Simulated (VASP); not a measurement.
# BC7 (P3m1) in VASP: single point with PBEsol

Aim: the single point of BC7 with PBEsol.

All numbers are computed with VASP 6.6.1; they aren't measurements. Logs are shortened: lines on timing, memory, paths and dates and some standing lists are left out, and cuts for length are marked.

## Step 1: The crystal as given

The structure is trigonal, space group P3m1 (No. 156). The conventional cell has a = 2.536 Å, b = 2.536 Å, c = 8.522 Å, α = 90.00°, β = 90.00°, γ = 120.00°. B (site symmetry 3m) is surrounded by 4 C at 1.61 to 1.63 Å. C (site symmetry 3m) has 3 C at 1.55 Å and 1 B at 1.61 Å as nearest neighbours. C (site symmetry 3m) is surrounded by 4 C at 1.56 to 1.57 Å. C (site symmetry 3m) is surrounded by 4 C at 1.55 to 1.57 Å. C (site symmetry 3m) is surrounded by 4 C at 1.55 Å. C (site symmetry 3m) has 4 C at 1.55 Å as nearest neighbours. Around C (site symmetry 3m) lie 4 C at 1.50 to 1.56 Å. Around C (site symmetry 3m) lie 1 C at 1.50 Å and 3 B at 1.63 Å.

The cell comes from a database or a generator and needn't be the stable form of this composition.

## Step 2: Single point, PBEsol

The input, INCAR:

```
SYSTEM = BC7
PREC = Accurate
ENCUT = 520
EDIFF = 1E-6
ISMEAR = 1
SIGMA = 0.05
LREAL = .False.
LASPH = .True.
NELM = 100
ALGO = Normal
ISIF = 2
LWAVE = .False.
LCHARG = .False.
GGA = PS
NBANDS = 26
```

The input, KPOINTS:

```
Automatic mesh
0
Gamma
  12 12 3
  0 0 0
```

The input, POSCAR:

```
BC7
1.0
    2.5358200000      0.0000000000      0.0000000000
   -1.2679100000      2.1960800000      0.0000000000
    0.0000000000      0.0000000000      8.5222700000
B C
1 7
Direct
    0.0000000000      0.0000000000      0.3228700000
    0.0000000000      0.0000000000      0.5121800000
    0.3333333333      0.6666666667      0.0000200000
    0.3333333333      0.6666666667      0.8162800000
    0.6666666667      0.3333333333      0.7549600000
    0.6666666667      0.3333333333      0.5735300000
    0.6666666667      0.3333333333      0.0635500000
    0.6666666667      0.3333333333      0.2390900000
```

Potentials or basis: VASP PAW PBE potentials, release 64 (B, C).

Started as:

```console
> cat potpaw_PBE.64/B/POTCAR potpaw_PBE.64/C/POTCAR > POTCAR
> mpirun -np 1 vasp_std > vasp.out
```

OUTCAR:

```text
SYSTEM = BC7
   PREC = Accurate
   ENCUT = 520
   EDIFF = 1E-6
   ISMEAR = 1
   LREAL = .False.
   LASPH = .True.
   NELM = 100
   ISIF = 2
   GGA = PS

 ion  position               nearest neighbor table
   1  0.000  0.000  0.323-   2 1.61   8 1.63   8 1.63   8 1.63
   2  0.000  0.000  0.512-   6 1.55   6 1.55   6 1.55   1 1.61
   3  0.333  0.667  0.000-   7 1.56   7 1.56   7 1.56   4 1.57
   4  0.333  0.667  0.816-   5 1.55   5 1.55   5 1.55   3 1.57
   5  0.667  0.333  0.755-   6 1.55   4 1.55   4 1.55   4 1.55
   6  0.667  0.333  0.574-   5 1.55   2 1.55   2 1.55   2 1.55
   7  0.667  0.333  0.064-   8 1.50   3 1.56   3 1.56   3 1.56
   8  0.667  0.333  0.239-   7 1.50   1 1.63   1 1.63   1 1.63

  LATTYP: Found a hexagonal cell.
 ALAT       =     2.5358200000
 C/A-ratio  =     3.3607551009

  Lattice vectors:

 A1 = (   2.5358200000,   0.0000000000,   0.0000000000)
 A2 = (  -1.2679100000,   2.1960800000,   0.0000000000)
 A3 = (   0.0000000000,   0.0000000000,   8.5222700000)

Analysis of symmetry for initial positions (statically):
=====================================================================
 Subroutine PRICEL returns:
 Original cell was already a primitive cell.

 Routine SETGRP: Setting up the symmetry group for a
 hexagonal supercell.

 Subroutine GETGRP returns: Found  6 space group operations
 (whereof  6 operations were pure point group operations)
 out of a pool of 24 trial point group operations.

The static configuration has the point symmetry C_3v.

Analysis of symmetry for dynamics (positions and initial velocities):
=====================================================================
 Subroutine PRICEL returns:
 Original cell was already a primitive cell.

 Routine SETGRP: Setting up the symmetry group for a
 hexagonal supercell.

 Subroutine GETGRP returns: Found  6 space group operations
 (whereof  6 operations were pure point group operations)
 out of a pool of 24 trial point group operations.

The dynamic configuration has the point symmetry C_3v.

 Subroutine INISYM returns: Found  6 space group operations
 (whereof  6 operations are pure point group operations),
 and found     1 'primitive' translations

----------------------------------------------------------------------------------------

                                     Primitive cell

  volume of cell :      47.4594

  direct lattice vectors                    reciprocal lattice vectors
     2.535820000  0.000000000  0.000000000     0.394349757  0.227678409  0.000000000
    -1.267910000  2.196080000  0.000000000     0.000000000  0.455356818  0.000000000
     0.000000000  0.000000000  8.522270000     0.000000000  0.000000000  0.117339629

  length of vectors
     2.535820000  2.535816069  8.522270000     0.455356112  0.455356818  0.117339629

  position of ions in fractional coordinates (direct lattice)
     0.000000000  0.000000000  0.322870000
     0.000000000  0.000000000  0.512180000
     0.333333333  0.666666667  0.000020000
     0.333333333  0.666666667  0.816280000
     0.666666667  0.333333333  0.754960000
     0.666666667  0.333333333  0.573530000
     0.666666667  0.333333333  0.063550000
     0.666666667  0.333333333  0.239090000

  ion indices of the primitive-cell ions
   primitive index   ion index
                 1           1
                 2           2
                 3           3
                 4           4
                 5           5
                 6           6
                 7           7
                 8           8

----------------------------------------------------------------------------------------

 KPOINTS: Automatic mesh

Automatic generation of k-mesh.
 Grid dimensions read from file:
 generate k-points for:   12   12    3

 Generating k-lattice:

  Cartesian coordinates                     Fractional coordinates (reciprocal lattice)
     0.032862480  0.018973201  0.000000000     0.083333333  0.000000000  0.000000000
     0.000000000  0.037946401  0.000000000     0.000000000  0.083333333  0.000000000
     0.000000000  0.000000000  0.039113210     0.000000000  0.000000000  0.333333333

  Length of vectors
     0.037946343  0.037946401  0.039113210

  Shift w.r.t. Gamma in fractional coordinates (k-lattice)
     0.000000000  0.000000000  0.000000000

 Subroutine IBZKPT returns following result:
 ===========================================

 Found     50 irreducible k-points:

 Following reciprocal coordinates:
            Coordinates               Weight
  0.000000  0.000000  0.000000      1.000000
  0.083333  0.000000  0.000000      6.000000
  0.166667  0.000000  0.000000      6.000000
  0.250000  0.000000  0.000000      6.000000
  0.333333  0.000000  0.000000      6.000000
  0.416667  0.000000  0.000000      6.000000
[... 16 lines left out ...]
  0.166667  0.000000  0.333333      6.000000
  0.000000  0.166667  0.333333      6.000000
 [... further k-points ...]
   k-points           NKPTS =     50   k-points in BZ     NKDIM =     50   number of bands    NBANDS=     26
   number of dos      NEDOS =    301   number of ions     NIONS =      8
   total plane-waves  NPLWV =  25600
   dimension x,y,z NGX =    20 NGY =   20 NGZ =   64
   dimension x,y,z NGXF=    40 NGYF=   40 NGZF=  128
   ions per type =               1   7
   NGX,Y,Z   is equivalent  to a cutoff of  13.11, 13.11, 12.48 a.u.
   NGXF,Y,Z  is equivalent  to a cutoff of  26.22, 26.22, 24.97 a.u.
 SYSTEM =  BC7
   PREC   = accura    normal or accurate (medium, high low for compatibility)
   ISTART =      0    job   : 0-new  1-cont  2-samecut
   ICHARG =      2    charge: 1-file 2-atom 10-const
   ISPIN  =      1    spin polarized calculation?
   LNONCOLLINEAR =      F non collinear calculations
   LSORBIT =      F    spin-orbit coupling
   LASPH  =      T    aspherical Exc in radial PAW
   ENCUT  =  520.0 eV  38.22 Ry    6.18 a.u.   4.71  4.71 15.85*2*pi/ulx,y,z
   NELM   =    100;   NELMIN=  2; NELMDL= -5     # of ELM steps
   EDIFF  = 0.1E-05   stopping-criterion for ELM
   LREAL  =      F    real-space projection
   EDIFFG = 0.1E-04   stopping-criterion for IOM
   NSW    =      0    number of steps for IOM
   IBRION =     -1    ionic relax: 0-MD 1-quasi-New 2-CG
   NFREE  =      0    steps in history (QN), initial steepest desc. (CG)
   ISIF   =      2    stress and relaxation
   ISYM   =      2    0-nonsym 1-usesym 2-fastsym
   POTIM  = 0.5000    time-step for ionic-motion
   TEBEG  =    0.0;   TEEND  =   0.0 temperature during run
   PSTRESS=    0.0 pullay stress
   NELECT =      31.0000    total number of electrons
   NUPDOWN=      -1.0000    fix difference up-down
   EMIN   =  10.00;   EMAX   =-10.00  energy-range for DOS
   EFERMI =   0.00;   METHOD = LEGACY
   ISMEAR =     1;   SIGMA  =   0.05  broadening in eV -4-tet -1-fermi 0-gaus
   EFERMI_NEDOS =   21; number of points for ismear=-14 and -15
   IALGO  =     38    algorithm
   IMIX   =      4    mixing-type and parameters
     AMIX     =   0.40;   BMIX     =  1.00
     AMIX_MAG =   1.60;   BMIX_MAG =  1.00
  volume/ion in A,a.u.               =       5.93        40.03
  Fermi-wavevector in a.u.,A,eV,Ry     =   1.420435  2.684233 27.451608  2.017636
  Thomas-Fermi vector in A             =   2.541351
   LORBIT       =      0    0 simple, 1 ext, 2 COOP (PROOUT), +10 PAW based schemes
   GGA     = PS    functional components
   LHFCALC =     F    Hartree Fock is set to
   AEXX    =    0.0000 exact exchange contribution
   IVDW    =     0    specifies the selected vdW correction
   LEPSILON=     F    determine dielectric tensor
   LRPA    =     F    only Hartree local field effects (RPA)
 non-spin polarized calculation
 Methfessel and Paxton  Order N= 1 SIGMA  =   0.05
  energy-cutoff  :      520.00
  volume of cell :       47.46
 maximum number of plane-waves:      1303
 NGX is ok and might be reduce to    20
   NGX =  9   NGY =  9   NGZ = 31

 number of electron      31.0000002 magnetization

 Free energy of the ion-electron system (eV)
  ---------------------------------------------------
  ext. energy  EPLUGINS =         0.00000000
  ---------------------------------------------------
  free energy    TOTEN  =       -73.46581190 eV

  energy without entropy =      -73.46591822  energy(sigma->0) =      -73.46584734

 E-fermi :   8.1002     XC(G=0): -13.1482

 val. band max:        8.0745690850   @ k =   0.0833   0.0000   0.3333
 cond. band min:       8.1243156719   @ k =   0.2500   0.0833   0.0000
 fundamental gap:      0.0497465869
 Fermi energy:         8.1001729120

 k-point     1 :       0.0000    0.0000    0.0000
  band No.  band energies     occupation
      1     -12.1867      2.00000
      2     -10.6844      2.00000
      3      -9.2574      2.00000
      4      -5.8622      2.00000
      5      -3.8127      2.00000
      6       2.1062      2.00000
[... 18 lines left out ...]
     25      17.4005      0.00000
     26      18.7755      0.00000

 k-point     2 :       0.0833    0.0000    0.0000
  band No.  band energies     occupation
      1     -12.0182      2.00000
      2     -10.5182      2.00000
      3      -9.0931      2.00000
      4      -5.7107      2.00000
      5      -3.6570      2.00000
      6       2.1914      2.00000
[... 18 lines left out ...]
     25      17.8999      0.00000
     26      19.1390      0.00000

 k-point     3 :       0.1667    0.0000    0.0000
  band No.  band energies     occupation
      1     -11.5149      2.00000
      2     -10.0220      2.00000
      3      -8.6031      2.00000
      4      -5.2596      2.00000
      5      -3.2012      2.00000
      6       2.3722      2.00000
[... 572 lines left out ...]
 k-point    23 :       0.1667    0.0000    0.3333
  band No.  band energies     occupation
      1     -11.4732      2.00000
      2     -10.2380      2.00000
      3      -8.1070      2.00000
      4      -6.1304      2.00000
      5      -1.9110      2.00000
      6       0.3910      2.00000
[... 18 lines left out ...]
     25      19.2302      0.00000
     26      19.9290      0.00000

 k-point    24 :       0.0000    0.1667    0.3333
  band No.  band energies     occupation
      1     -11.4732      2.00000
      2     -10.2379      2.00000
      3      -8.1070      2.00000
      4      -6.1307      2.00000
      5      -1.9086      2.00000
      6       0.3862      2.00000
[... 18 lines left out ...]
     25      19.2075      0.00000
     26      19.8804      0.00000

 [... further k-points ...]

------------------------ aborting loop because EDIFF is reached ----------------------------------------

  FORCE on cell =-STRESS in cart. coord.  units (eV):
  Direction    XX          YY          ZZ          XY          YZ          ZX
  --------------------------------------------------------------------------------------
  -------------------------------------------------------------------------------------
  Total       -1.7007922     -1.7007852     -1.5833588      0.0000000     -0.0000000      0.0000000
  in kB      -57.4169310    -57.4166936    -53.4525051      0.0000000     -0.0000000      0.0000000
  external PRESSURE =     -56.0953766 kB  Pullay stress =       0.0000000 kB

 VOLUME and BASIS-vectors are now :
 -----------------------------------------------------------------------------
  energy-cutoff  :      520.00
  volume of cell :       47.46
      direct lattice vectors                 reciprocal lattice vectors
     2.535820000  0.000000000  0.000000000     0.394349757  0.227678409  0.000000000
    -1.267910000  2.196080000  0.000000000     0.000000000  0.455356818  0.000000000
     0.000000000  0.000000000  8.522270000     0.000000000  0.000000000  0.117339629

 POSITION                                       TOTAL-FORCE (eV/Angst)
 -----------------------------------------------------------------------------------
      0.00000      0.00000      2.75159         0.000000      0.000000     -0.074882
      0.00000      0.00000      4.36494        -0.000000      0.000000      0.189425
     -0.00000      1.46405      0.00017        -0.000000     -0.000000     -0.009147
     -0.00000      1.46405      6.95656        -0.000000      0.000000     -0.032894
      1.26791      0.73203      6.43397        -0.000000     -0.000000      0.101646
      1.26791      0.73203      4.88778        -0.000000     -0.000000     -0.091280
      1.26791      0.73203      0.54159         0.000000      0.000000     -0.020270
      1.26791      0.73203      2.03759         0.000000      0.000000     -0.062599
 -----------------------------------------------------------------------------------
    total drift:                               -0.000000     -0.000022     -0.000482

  FREE ENERGIE OF THE ION-ELECTRON SYSTEM (eV)
  ---------------------------------------------------
  free  energy   TOTEN  =       -73.4658118961 eV

  energy  without entropy=      -73.4659182160  energy(sigma->0) =      -73.46584734
```

It took 54 s on 1 thread of AMD EPYC 7R13 (Zen 3), shared host; peak memory 0.15 GiB.

Results:

* Free energy: -73.4658 eV
* Pressure: -5.6 GPa
* Largest force: 0.189 eV/Å
* Band gap on the k mesh: none (metal or under the smearing width)

Forces in eV/Å, atoms in the order of the input:
```
B    0.000  0.000 -0.075
C    0.000  0.000  0.189
C    0.000  0.000 -0.009
C    0.000  0.000 -0.033
C    0.000  0.000  0.102
C    0.000  0.000 -0.091
C    0.000  0.000 -0.020
C    0.000  0.000 -0.063
```

Caveat: the PAW data sets were made with another functional, which shifts forces and pressure a little.
